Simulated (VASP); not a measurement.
All values below come from HSE06 screened hybrid, VASP's PBE PAW potentials (set 64) (plane waves; VASP).

VASP input:

File KPOINTS:
```
K-points
0
gamma
  1 1 1
```

**INCAR**
```
# general
SYSTEM   = GaSi63
PREC     = Normal
ENCUT    = 400   # plane-wave cut-off (eV)
LREAL    = Auto   # projection in real space or not
LASPH    = .TRUE.   # aspherical one-centre terms
ISYM     = 0
NELECT   = 256.0

# electronic loop
EDIFF    = 1E-5
NELM     = 50   # most electronic steps
NELMIN   = 4
ALGO     = Normal   # blocked Davidson
LMAXMIX  = 4

# smearing
ISMEAR   = 0   # Gaussian
SIGMA    = 0.05

# functional
GGA      = PE
LHFCALC  = .TRUE.
AEXX     = 0.25
HFSCREEN = 0.2   # 1/Angstrom
PRECFOCK = Fast

# ions
ISIF     = 0

# output
LWAVE    = .FALSE.
LCHARG   = .FALSE.
```

POSCAR:
```
GaSi63
10.9370750
  0.9999999726   0.0000000000   0.0000000000
  0.0000000000   0.9999999726   0.0000000000
  0.0000000000   0.0000000000   0.9999999726
Si Ga
63 1
Cartesian
  0.5000056774   0.0001590825   0.0002885519
  0.6243963235   0.1245905016   0.1248326615
  0.7498293792   0.2500637932   0.0001950929
  0.8754133624   0.3755267261   0.1247234111
  0.7498169730   0.9999534974   0.2503200405
  0.8755607979   0.1246015448   0.3755195460
  0.9999835937   0.9999641413   0.9999702895
  0.1251540940   0.1251435460   0.1251222101
  0.2503286402   0.2502568484   0.0001860981
  0.3752476414   0.3751516044   0.1259383350
  0.4999450104   0.4999118998   0.0001672031
  0.6249042368   0.6248853425   0.1255917110
  0.7498124092   0.7498093206   0.9999544535
  0.8748436120   0.8748811594   0.1251225747
  0.2503626468   0.0002858084   0.2503492553
  0.3752799931   0.1260436213   0.3751851608
  0.5018114813   0.2499786933   0.2499371583
  0.6268291697   0.3737452462   0.3737805259
  0.7504650903   0.4987216280   0.2497218998
  0.8743637969   0.6250558767   0.3752659324
  0.4999766640   0.0000870665   0.4999619578
  0.6248192335   0.1257162625   0.6248559491
  0.7505321536   0.2495926511   0.4985824234
  0.8745543402   0.3750650175   0.6249438769
  0.7497236322   0.0000420644   0.7497351682
  0.8748799697   0.1251214771   0.8748250643
  0.9998842425   0.4999755578   0.0003953295
  0.1244971517   0.6243802735   0.1246878561
  0.2501110285   0.7498873194   0.0001975862
  0.3755547735   0.8756680199   0.1246591497
  0.0001835860   0.2503150265   0.2502582452
  0.1258866183   0.3752416184   0.3751493190
  0.2497816058   0.5016506824   0.2497103412
  0.3733147226   0.6270577046   0.3733457468
  0.4986759543   0.7505869327   0.2495175775
  0.6250041150   0.8742887397   0.3753372792
  0.9997548735   0.9999287168   0.5000374531
  0.1244161725   0.1243500547   0.6244303295
  0.2495109463   0.2496356947   0.5016958865
  0.3726143391   0.3731156746   0.6276802406
  0.6268001391   0.6266918277   0.6275306797
  0.7502190942   0.7501521052   0.5018124598
  0.8752890196   0.8754727215   0.6244188628
  0.2502427978   0.0000139370   0.7498017636
  0.3755383007   0.1244580097   0.8756564773
  0.4985237159   0.2494922567   0.7506789701
  0.6249429108   0.3750149870   0.8746478629
  0.7507270513   0.5012910130   0.7508410773
  0.8757277904   0.6244986165   0.8756610486
  0.0000177862   0.7498666110   0.2502894813
  0.1245142212   0.8757667836   0.3755580118
  0.0000339214   0.4999963771   0.4999533221
  0.1255308931   0.6250259293   0.6247941997
  0.2494822166   0.7506651403   0.4985193398
  0.3751538856   0.8744167181   0.6249160568
  0.0001346739   0.2501561671   0.7498538569
  0.1243073603   0.3754979980   0.8759114492
  0.2490864177   0.4988212193   0.7509606536
  0.3750575612   0.6250372196   0.8746772363
  0.5014672648   0.7506358456   0.7507980442
  0.6244888095   0.8758012886   0.8756990985
  0.9999416627   0.7498868171   0.7497391896
  0.1251307906   0.8749240326   0.8748333696
  0.4994507860   0.5000430916   0.5009737743
```

POTCAR, in this order: Si Ga (PBE.64 set). Program: vasp_gam. Read from the step before: WAVECAR.

The cell is charged, with a uniform compensating background. The supercell is sampled at Γ alone, which is coarse: total energies, pressure and levels can be off, energies of defects by several tenths of an eV.

### Question
Predict the energy per atom (σ→0), largest force.

### Answer

```
Quantity                        Value
---------------------  --------------
energy per atom (σ→0)  -6.058 eV/atom
largest force              0.093 eV/Å
```

### OSZICAR
```
...
DAV:   4    -0.387726201253E+03    0.62588E-02   -0.20756E-03   355   0.956E-02    0.436E+00
DAV:   5    -0.387724023685E+03    0.21776E-02   -0.65169E-04   347   0.530E-02    0.250E+00
DAV:   6    -0.387723260728E+03    0.76296E-03   -0.20758E-04   347   0.304E-02    0.143E+00
DAV:   7    -0.387723015507E+03    0.24522E-03   -0.72672E-05   339   0.178E-02    0.814E-01
DAV:   8    -0.387722932789E+03    0.82717E-04   -0.28019E-05   235   0.113E-02    0.465E-01
DAV:   9    -0.387722910098E+03    0.22691E-04   -0.12109E-05   195   0.759E-03    0.263E-01
DAV:  10    -0.387722905629E+03    0.44687E-05   -0.45486E-06   179   0.469E-03
   1 F= -.38772291E+03 E0= -.38772291E+03  d E =-.203992E-11
```

The cell is a supercell with a defect, built from Si (diamond): Ga_Si, charge -1. The cell's shape comes from a PBE relaxation. The run is not spin-polarised, so no state with unpaired spins was tried.
